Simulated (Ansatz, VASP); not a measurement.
# SiH2C (H-SiC-H chair monolayer): VASP beside Ansatz

Aim: how closely do two programs agree when they are given the same cell, functional and k mesh? The cell is taken from a series of runs on this material, whose earlier steps may have relaxed, scaled, displaced or heated it; both programs get it as it stands.

Program: Ansatz 0.2.0. Level of theory: plane waves, with VASP 6.6.1 beside it; single point at PBE with D3(BJ). Results are calculated unless marked as measured.

## 1. Starting point

The cell holds 4 atoms: 2 H, 1 C and 1 Si. Cell: a = 3.110 Å, b = 3.110 Å, c = 21.179 Å, α = 90.0°, β = 90.0°, γ = 120.0°. Vacuum lies along c.

Coordinates:

```
H C Si
1.0
     3.11023    0.00000    0.00000
    -1.55511    2.69354    0.00000
     0.00000    0.00000   21.17863
H C Si
2 1 1
Cartesian
  1.5551 0.8978 9.0000
  0.0000 1.7957 12.1786
  1.5551 0.8978 10.1062
  0.0000 1.7957 10.6833
```

## 2. VASP: single point, PBE with D3(BJ)

A single point gives forces, pressure and levels at one fixed geometry, so differences don't come from the geometry; what else differs is listed under the comparison.

Lines of VASP's logs that name or quote its potential files are left out, and so is its time.

The input, INCAR:

```
SYSTEM = SiH2C
PREC = Accurate
ENCUT = 520
EDIFF = 1E-06
NELM = 120
ISMEAR = -1
SIGMA = 0.02585
LREAL = .FALSE.
ALGO = Normal
GGA = PE
IVDW = 12
NBANDS = 11
LORBIT = 11
LWAVE = .FALSE.
LCHARG = .FALSE.
ISIF = 2
LDIPOL = .TRUE.
IDIPOL = 3
DIPOL = 0.5 0.5 0.495
LVHAR = .TRUE.
LASPH = .TRUE.
GGA_COMPAT = .FALSE.
EFERMI = MIDGAP
NELMDL = -8
```

The input, POSCAR:

```
SiH2C
1.0
    3.1102299948      0.0000000000      0.0000000000
   -1.5551149974      2.6935381871      0.0000000000
    0.0000000000      0.0000000000     21.1786255834
H C Si
2 1 1
Direct
    0.6666666667      0.3333333333      0.4249567548
    0.3333333334      0.6666666666      0.5750432452
    0.6666666667      0.3333333333      0.4771895377
    0.3333333334      0.6666666666      0.5044372589
```

The input, KPOINTS:

```
Automatic mesh
0
Gamma
18 18 1
0 0 0
```

Potentials, in the order of the species: H, C and Si (PBE family, release 64).

Run with:

```sh
mpirun -np 1 vasp_std
```

Numbers of over 12 decimals in the logs are rounded to 6 here.

The log of the run:

```text
[banner, memory and clock lines left out]
running    1 mpi-ranks, on    1 nodes
 distrk:  each k-point on    1 cores,    1 groups
 distr:  one band on    1 cores,    1 groups

 POSCAR found type information on POSCAR H C Si
 POSCAR found :  3 types and       4 ions
 LDA part: xc-table for (Slater+PW92), standard interpolation
 POSCAR, INCAR and KPOINTS ok, starting setup
 FFT: planning ... GRIDC
 FFT: planning ... GRID_SOFT
 FFT: planning ... GRID
 WAVECAR not read
 entering main loop
       N       E                     dE             d eps       ncg     rms          rms(c)
DAV:   1     0.557250589388E+02    0.55725E+02   -0.33871E+03   814   0.622E+02
DAV:   2    -0.161677132198E+02   -0.71893E+02   -0.62883E+02  1226   0.122E+02
DAV:   3    -0.243582189840E+02   -0.81905E+01   -0.81467E+01  1046   0.506E+01
DAV:   4    -0.246498698328E+02   -0.29165E+00   -0.29080E+00  1210   0.111E+01
DAV:   5    -0.246542363041E+02   -0.43665E-02   -0.43639E-02  1167   0.113E+00
DAV:   6    -0.246542729386E+02   -0.36634E-04   -0.36633E-04  1225   0.102E-01
DAV:   7    -0.246542731385E+02   -0.19993E-06   -0.19991E-06  1187   0.801E-03
DAV:   8    -0.246542731424E+02   -0.38754E-08   -0.38672E-08  1186   0.840E-04    0.960E+00
DAV:   9    -0.222361110192E+02    0.24182E+01   -0.63122E+00   996   0.144E+01    0.456E+00
DAV:  10    -0.220370519482E+02    0.19906E+00   -0.15031E+00  1108   0.674E+00    0.210E+00
DAV:  11    -0.219571087078E+02    0.79943E-01   -0.19468E-01  1180   0.263E+00    0.468E-01
DAV:  12    -0.219388171624E+02    0.18292E-01   -0.38491E-02  1285   0.118E+00    0.198E-01
DAV:  13    -0.219353083732E+02    0.35088E-02   -0.48317E-03  1086   0.409E-01    0.123E-01
DAV:  14    -0.219309460603E+02    0.43623E-02   -0.41549E-03  1176   0.334E-01    0.618E-02
[...]
DAV:  18    -0.219333025221E+02   -0.93138E-03   -0.82457E-05   925   0.482E-02    0.584E-03
DAV:  19    -0.219335463077E+02   -0.24379E-03   -0.33751E-05  1087   0.299E-02    0.735E-03
DAV:  20    -0.219337277656E+02   -0.18146E-03   -0.31549E-05   981   0.250E-02    0.178E-03
DAV:  21    -0.219337453686E+02   -0.17603E-04   -0.18604E-06  1191   0.808E-03    0.107E-03
DAV:  22    -0.219337619808E+02   -0.16612E-04   -0.11831E-06   897   0.403E-03    0.494E-04
DAV:  23    -0.219337662688E+02   -0.42880E-05   -0.18375E-07  1044   0.146E-03    0.249E-04
DAV:  24    -0.219337699462E+02   -0.36774E-05   -0.19591E-07   905   0.152E-03    0.232E-04
DAV:  25    -0.219337708722E+02   -0.92601E-06   -0.98568E-09  1087   0.530E-04
   1 F= -.22277088E+02 E0= -.22277088E+02  d E =0.000000E+00
```

From OUTCAR (step 2):

```text
ion  position               nearest neighbor table
   1  0.667  0.333  0.425-   3 1.11
   2  0.333  0.667  0.575-   4 1.50
   3  0.667  0.333  0.477-   1 1.11   4 1.89   4 1.89   4 1.89
   4  0.333  0.667  0.504-   2 1.50   3 1.89   3 1.89   3 1.89

  LATTYP: Found a hexagonal cell.
 ALAT       =     3.1102299948
 C/A-ratio  =     6.8093438809

 Subroutine GETGRP returns: Found  6 space group operations
 (whereof  6 operations were pure point group operations)

The static configuration has the point symmetry C_3v.

 Found     37 irreducible k-points:

   k-points           NKPTS =     37   k-points in BZ     NKDIM =     37   number of bands    NBANDS=     11

   dimension x,y,z NGX =    24 NGY =   24 NGZ =  160
   dimension x,y,z NGXF=    48 NGYF=   48 NGZF=  320

   ENCUT  =  520.0 eV  38.22 Ry    6.18 a.u.   5.78  5.78 39.38*2*pi/ulx,y,z

   NELECT =      10.0000    total number of electrons

 k-points in reciprocal lattice and weights: Automatic mesh
   0.00000000  0.00000000  0.00000000       0.003
   0.05555556 -0.00000000  0.00000000       0.019
   0.11111111 -0.00000000  0.00000000       0.019
   0.16666667 -0.00000000  0.00000000       0.019
   0.22222222 -0.00000000  0.00000000       0.019
   0.27777778  0.00000000  0.00000000       0.019
   0.33333333  0.00000000  0.00000000       0.019
   0.38888889 -0.00000000  0.00000000       0.019
   0.44444444 -0.00000000  0.00000000       0.019
[...]
0.33333333  0.27777778  0.00000000       0.037
   0.33333333  0.33333333  0.00000000       0.006

 dipolmoment           0.000000      0.000000      0.081648 electrons x Angstroem

 average (electrostatic) potential at core
       1 -40.6444       2 -38.5313       3 -56.2903       4 -91.4125

 E-fermi :  -1.7876

 k-point     1 :       0.0000    0.0000    0.0000
  band No.  band energies     occupation
      1     -17.1032      2.00000
      2     -10.7151      2.00000
      3      -6.0522      2.00000
      4      -3.6596      2.00000
      5      -3.6596      2.00000
      6       0.0845      0.00000
      7       1.2781      0.00000
      8       1.9718      0.00000
      9       2.1685      0.00000
     10       2.4561      0.00000
    ...

 k-point     2 :       0.0556   -0.0000    0.0000
  band No.  band energies     occupation
      1     -17.0555      2.00000
      2     -10.6797      2.00000
      3      -6.0366      2.00000
      4      -3.9211      2.00000
      5      -3.7265      2.00000
      6       0.1420      0.00000
      7       1.3415      0.00000
      8       2.0218      0.00000
      9       2.3531      0.00000
     10       2.5135      0.00000
    ...

 k-point     3 :       0.1111   -0.0000    0.0000
  band No.  band energies     occupation
      1     -16.9137      2.00000
      2     -10.5770      2.00000
      3      -5.9973      2.00000
      4      -4.5858      2.00000
      5      -3.9089      2.00000
      6       0.3095      0.00000
      7       1.5301      0.00000
      8       2.1582      0.00000
      9       2.6214      0.00000
     10       2.7176      0.00000
    ...

 Edisp (eV)   -0.34332

  Total      -0.04855    -0.04855    -0.01526     0.00000     0.00000     0.00000
  in kB      -0.43840    -0.43840    -0.13780     0.00000     0.00000     0.00000
  external pressure =       -0.34 kB  Pullay stress =        0.00 kB

  energy-cutoff  :      520.00
  volume of cell :      177.42
      direct lattice vectors                 reciprocal lattice vectors
     3.110229995  0.000000000  0.000000000     0.321519631  0.185629445  0.000000000
    -1.555114997  2.693538187  0.000000000     0.000000000  0.371258891  0.000000000
     0.000000000  0.000000000 21.178625583     0.000000000  0.000000000  0.047217417

 POSITION                                       TOTAL-FORCE (eV/Angst)
 -----------------------------------------------------------------------------------
      1.55511      0.89785      9.00000         0.000000     -0.000000     -0.026025
      0.00000      1.79569     12.17863         0.000000     -0.000000     -0.008888
      1.55511      0.89785     10.10622        -0.000000      0.000000      0.021687
      0.00000      1.79569     10.68329        -0.000000      0.000000      0.013226
 -----------------------------------------------------------------------------------
    total drift:                               -0.000000      0.000000      0.000144

  FREE ENERGIE OF THE ION-ELECTRON SYSTEM (eV)
  ---------------------------------------------------
  free  energy   TOTEN  =       -22.2770882524 eV

  energy  without entropy=      -22.2770882524  energy(sigma->0) =      -22.27708825

 vacuum level on the upper side and lower side of the slab         2.577         0.813

 total charge
# of ion       s       p       d       tot
------------------------------------------
    1        0.619   0.046   0.000   0.664
    2        0.579   0.013   0.000   0.592
    3        0.836   1.727   0.000   2.563
    4        0.716   0.995   0.000   1.712
--------------------------------------------------
tot          2.750   2.781   0.000   5.531

[... 3 further parts left out ...]
```

## 3. Ansatz: single point, PBE with D3(BJ)

Ansatz runs on its PAW soft_1 files.

The same cell, functional, mesh and smearing now go to Ansatz, which takes its cutoff from its data sets.

The input, input.yaml:

```yaml
crystal:
  lattice:
    - [3.1102299948, 0.0, 0.0]
    - [-1.5551149974, 2.6935381871, 0.0]
    - [0.0, 0.0, 21.1786255834]
  atoms:
    - { symbol: H, position: [0.6666666667, 0.3333333333, 0.4249567548] }
    - { symbol: C, position: [0.6666666667, 0.3333333333, 0.4771895377] }
    - { symbol: Si, position: [0.3333333333, 0.6666666667, 0.5044372589] }
    - { symbol: H, position: [0.3333333333, 0.6666666667, 0.5750432452] }
kpoints:
  mp_grid: { grid: [18, 18, 1] }
  band_path:
    path: [[0, 0, 0], [0.5, 0, 0], [0.33333333, 0.33333333, 0], [0, 0, 0]]
    npoints: 16
hamiltonian:
  xc: pbe
  dispersion: d3bj
  pseudopotentials: { kind: paw, azcp: { folder: soft_1 } }
scf:
  occupations: { method: fermi_dirac, width: 0.02585 }
  convergence: { dr2_threshold: 1.0e-10 }
efield:
  axis: 3
  dipole_correction: true
  ramp_position: 0.97
  ramp_width: 0.06
  amplitude: 0
output:
  dos: { projected: true, e_range: [-6, 5] }
  write_potential: true
  write_density: true
  volumetric_format: npy
  elf: true
```

Run with:

```sh
ansatz run input.yaml --threads 2 --pin off --max-ram 3072MiB --backend cpu --events-out ev --progress --plain --runs-dir out
```

The log of the run:

```text
Engine: ansatz 0.2.0, aarch64-unknown-linux-gnu
Pseudopotentials: kind: paw
Pseudopotential: H, paw, valence charge 1, recommended cutoff 420 eV (normal), soft_1/H.paw.azcp
Pseudopotential: C, paw, valence charge 4, recommended cutoff 420 eV (normal), soft_1/C.paw.azcp
Pseudopotential: Si, paw, valence charge 4, recommended cutoff 420 eV (normal), soft_1/Si.paw.azcp
Functional definition: PBE
  parameter kappa = 0.804
  parameter beta = 0.066725
  exchange = pbe_x(kappa = kappa, mu = beta*pi^2/3)
  correlation = pbe_c(beta = beta)
Crystal: 4 atoms, lattice volume = 177.424 Å³
Basis set: ecut = 420 eV, 3443 PW (Γ)
Bands: 9, of which v1, the nominal top of the filled ones, is band 5 counted from 1 (4 counted from 0)
Symmetry: 6 space group operations
Space group: P3m1 (ITA 156), of the structure as read, at distance tolerance 5.6e-5 Å
k-points: 37 of 324 (time reversal used)
Non-local potential: H, projectors of the file, l = 0: 2, l = 1: 1
Non-local potential: C, projectors of the file, l = 0: 2, l = 1: 2, l = 2: 1
Non-local potential: Si, projectors of the file, l = 0: 2, l = 1: 2, l = 2: 1
PAW form: soft (Blöchl's): semilocal exchange-correlation on the pseudo side does not see the compensation charge
PAW one-centre angular grid: H, 110 points (default); XC on 64 Gauss nodes
PAW one-centre angular grid: C, 110 points (default); XC on 64 Gauss nodes
PAW one-centre angular grid: Si, 110 points (default); XC on 64 Gauss nodes
Initial density: superposition of atomic densities (neutral atoms: chi_scale 0, normalization atom)
Initial wavefunctions: pseudopotential atomic-orbital guess
Functional: x = pbe(κ = 0.804, μ = 0.219515), c = pbe(β = 0.066725)
SCF iter   1: F=—  HF=-921.998986 eV  |F-HF|=—  |Δ(HF+E_count)|=         —  Δρ=6.04e-2  dr2=8.18e0  ethr=3.10e-3  p=0.000 e·Å  D=1.75e-9 V/Å  ΔV_dip=-0.00 eV  dr2_dipole=5.58e-3  V_vac-E_F(+/−)=7.81/7.81 eV  ⟨swp⟩=9.1  Hψ=3559  notcnv=0
efield: sawtooth ramp at fractional position 0.9700 (set: `efield.ramp_position`, or a place that a band, a saddle search or an elastic batch's reference lends), width 0.0600; the density the first Hamiltonian is built on has a dipole p = 0.000 e·Å; the dipole correction subtracts the counter field D = 1.75e-9 V/Å, which shifts the + side's vacuum level by -0.00 eV against the − side's; the planar-averaged density in the ramp window peaks in size at 9.3e-7 e/Å³
preconditioner: auto → none  [insulator: Δε(μ)=6.169 eV  Ē_g=13.495 eV  σ=0.026 eV  W_gap=1.00  n_scr=10 (ndim 8)  ℏωp=8.8 eV  f_vac=0.691  D(μ)=0.00/eV (n_scr^D=0)  ε∞_Penn≈1.4]
SCF iter   2: F=—  HF=-919.623102 eV  |F-HF|=—  |Δ(HF+E_count)|=    2.38e0  Δρ=2.61e-2  dr2=9.21e-1  ethr=3.10e-3  p=-0.052 e·Å  D=-5.33e-2 V/Å  ΔV_dip=1.13 eV  dr2_dipole=8.09e-3  V_vac-E_F(+/−)=4.00/2.87 eV  ⟨swp⟩=4.1  Hψ=1306  notcnv=0
SCF iter   3: F=—  HF=-919.389041 eV  |F-HF|=—  |Δ(HF+E_count)|=   2.34e-1  Δρ=9.65e-3  dr2=1.49e-1  ethr=3.10e-3  p=-0.104 e·Å  D=-1.06e-1 V/Å  ΔV_dip=2.24 eV  dr2_dipole=6.75e-3  V_vac-E_F(+/−)=5.13/2.90 eV  ⟨swp⟩=3.3  Hψ=960  notcnv=0
SCF iter   4: F=—  HF=-919.395078 eV  |F-HF|=—  |Δ(HF+E_count)|=   6.04e-3  Δρ=4.27e-3  dr2=1.54e-1  ethr=1.49e-3  p=-0.020 e·Å  D=-2.05e-2 V/Å  ΔV_dip=0.43 eV  dr2_dipole=2.95e-2  V_vac-E_F(+/−)=3.65/3.22 eV  ⟨swp⟩=4.0  Hψ=999  notcnv=0
SCF iter   5: F=—  HF=-919.353592 eV  |F-HF|=—  |Δ(HF+E_count)|=   4.15e-2  Δρ=9.39e-4  dr2=1.57e-3  ethr=1.49e-3  p=-0.077 e·Å  D=-7.84e-2 V/Å  ΔV_dip=1.66 eV  dr2_dipole=1.57e-4  V_vac-E_F(+/−)=4.28/2.62 eV  ⟨swp⟩=3.6  Hψ=852  notcnv=0
SCF iter   6: F=—  HF=-919.353739 eV  |F-HF|=—  |Δ(HF+E_count)|=   1.47e-4  Δρ=2.57e-4  dr2=7.58e-5  ethr=1.57e-5  p=-0.082 e·Å  D=-8.31e-2 V/Å  ΔV_dip=1.76 eV  dr2_dipole=1.45e-6  V_vac-E_F(+/−)=4.36/2.60 eV  ⟨swp⟩=3.2  Hψ=813  notcnv=0
SCF iter   7: F=—  HF=-919.353749 eV  |F-HF|=—  |Δ(HF+E_count)|=   1.06e-5  Δρ=7.37e-5  dr2=4.62e-6  ethr=7.58e-7  p=-0.081 e·Å  D=-8.31e-2 V/Å  ΔV_dip=1.76 eV  dr2_dipole=7.88e-9  V_vac-E_F(+/−)=4.36/2.60 eV  ⟨swp⟩=2.4  Hψ=516  notcnv=0
SCF iter   8: F=—  HF=-919.353753 eV  |F-HF|=—  |Δ(HF+E_count)|=   4.09e-6  Δρ=9.31e-6  dr2=7.77e-8  ethr=4.62e-8  p=-0.082 e·Å  D=-8.32e-2 V/Å  ΔV_dip=1.76 eV  dr2_dipole=1.66e-9  V_vac-E_F(+/−)=4.36/2.60 eV  ⟨swp⟩=2.5  Hψ=537  notcnv=0
SCF iter   9: F=—  HF=-919.353753 eV  |F-HF|=—  |Δ(HF+E_count)|=   6.13e-7  Δρ=1.31e-6  dr2=3.90e-9  ethr=7.77e-10  p=-0.082 e·Å  D=-8.32e-2 V/Å  ΔV_dip=1.76 eV  dr2_dipole=8.89e-11  V_vac-E_F(+/−)=4.36/2.60 eV  ⟨swp⟩=2.1  Hψ=512  notcnv=0
SCF iter  10: F=—  HF=-919.353753 eV  |F-HF|=—  |Δ(HF+E_count)|=  7.31e-10  Δρ=2.95e-7  dr2=2.87e-10  ethr=3.90e-11  p=-0.082 e·Å  D=-8.32e-2 V/Å  ΔV_dip=1.76 eV  dr2_dipole=2.00e-11  V_vac-E_F(+/−)=4.36/2.60 eV  ⟨swp⟩=2.8  Hψ=530  notcnv=0
SCF iter  11: F=-919.353753 eV  HF=-919.353753 eV  |F-HF|=3.18e-12  |Δ(HF+E_count)|=  7.44e-11  Δρ=3.82e-8  dr2=5.40e-12  ethr=1.00e-12  p=-0.082 e·Å  D=-8.32e-2 V/Å  ΔV_dip=1.76 eV  dr2_dipole=2.99e-13  V_vac-E_F(+/−)=4.36/2.60 eV  ⟨swp⟩=4.4  Hψ=1486  notcnv=0
SCF 1 converged in 11 iterations: F = -919.353753 eV  dr2 = 5.40e-12
  greatest PAW one-centre occupation: 0.648 electrons in one spin orbital (limit 2), on the C atom at site 1 (counted from 0), in its partial waves of l = 0
NSCF: frozen V_eff on 49 k-points
efield: sawtooth ramp at fractional position 0.9700 (kept from the solve that this one continues, or follows in the run), width 0.0600; the density the first Hamiltonian is built on has a dipole p = -0.082 e·Å; the dipole correction subtracts the counter field D = -8.32e-2 V/Å, which shifts the + side's vacuum level by +1.76 eV against the − side's; the planar-averaged density in the ramp window peaks in size at 1.5e-6 e/Å³
WARN: The output density's exchange-correlation potential varies sharply where the density is thin. Do not read a vacuum level from v_tot or v_xc, or from such a field of the output density. On a cell that repeats whose density bears no net charge and no dipole along the vacuum's axis use v_es (v_loc + v_h of the components); under efield.dipole_correction with no amplitude use v_es + v_field, which holds any externa [...]
SCF converged after 11 iterations
Free energy (F): -919.353753 eV
Harris-Foulkes:  -919.353753 eV  (|F-HF|=3.18e-12)
Internal energy: -919.353753 eV  (E = F + TS)
E sigma→0 (E₀):  -919.353753 eV
Fermi energy:    -1.606058 eV
Dipole field:    D = -0.083199 V/Å  (p = -0.081577 e·Å, saw-weighted, corrected)
Work function:   Φ+ = 4.3580 eV   Φ− = 2.5960 eV
Levels:          The Fermi level and band energies are counted from a zero that moves with the ramp; work functions are not
--- Per-component energies (eV) ---
  E_band       = -87.163480
  E_kinetic    = 158.546385
  E_local      = -2955.455272  (includes V_loc(G=0)·N_el)
  E_nonlocal   = 46.805839
  E_hartree    = 1402.156924
  E_xc         = -122.487058
  E_vxc        = -130.203702  (∫ρ·V_xc dr)
  E_paw        = -612.974792  (= ΣΔE_a)
  E_vpaw       = -11.045875  (= ΣTr[D̂ρ^β])
  E_aug_tail   = -0.001998  (compensation charges beyond the density's cutoff)
  E_efield     = 0.003394  (sawtooth field / dipole correction)
  E_vefield    = -0.122710  (∫n·V_field dr)
  E_ewald      = 1164.396161
  E_disp       = -0.343336  (pairwise vdW)
  E_smearing   = -0.000000  (= −TS)
  E_closure    = 0.000000  (closes the sum)
  Σ components = -919.353753   (vs F -919.353753, Δ=0.00e0)
--- Band table (eV; the first three rows and the last of 37) ---
  k-point 0: bands = ["-16.9302", "-10.5427", "-5.8767", "-3.4823", "-3.4823", "0.2601", "1.4793", "2.1533", "2.3410"]
  k-point 1: bands = ["-16.8826", "-10.5074", "-5.8611", "-3.7441", "-3.5493", "0.3176", "1.5427", "2.2028", "2.5260"]
  k-point 2: bands = ["-16.7409", "-10.4046", "-5.8220", "-4.4095", "-3.7320", "0.4851", "1.7311", "2.3365", "2.8130"]
  k-point 36: bands = ["-13.9679", "-10.1971", "-8.0128", "-7.4232", "-5.6304", "1.7767", "3.7394", "3.8125", "6.0320"]
```

## 4. Side by side

Known differences besides the potentials themselves: the cutoff is 420 eV in Ansatz and 520 eV in VASP. Total energies have different zeros and are not compared.

Compared:

```csv
quantity,Ansatz,VASP,difference
gap on the k mesh (eV),3.742,3.744,-0.002
```

A gap on the mesh is an upper bound, since the band edges may lie between its points. With vacuum in the cell, a pressure given here is an average over mostly empty space and none of the material.

## 5. Outcome

| Quantity | Value |
| --- | --- |
| difference in gap on the k mesh (single point, PBE with D3(BJ)) | -0.0017 eV |

The difference in gap on the k mesh is -0.0017 eV (single point, PBE with D3(BJ)), within the 0.08 eV picked in this series as the mark of a large difference. How closely two codes agree says nothing of how well the functional describes the real material.

[Lines on the potential files, build, host, timing and source positions are cut from VASP's logs without a mark.]

[Logs are printed without paths, hosts, clocks, repeated set-up lines and the standing remarks that a program may print on its own settings, such as how far it seeks lower states.]

[Hosts, paths, dates, database ids (printed as entryN), source tags and the programs' standing remarks are cut or masked in the printed files.]
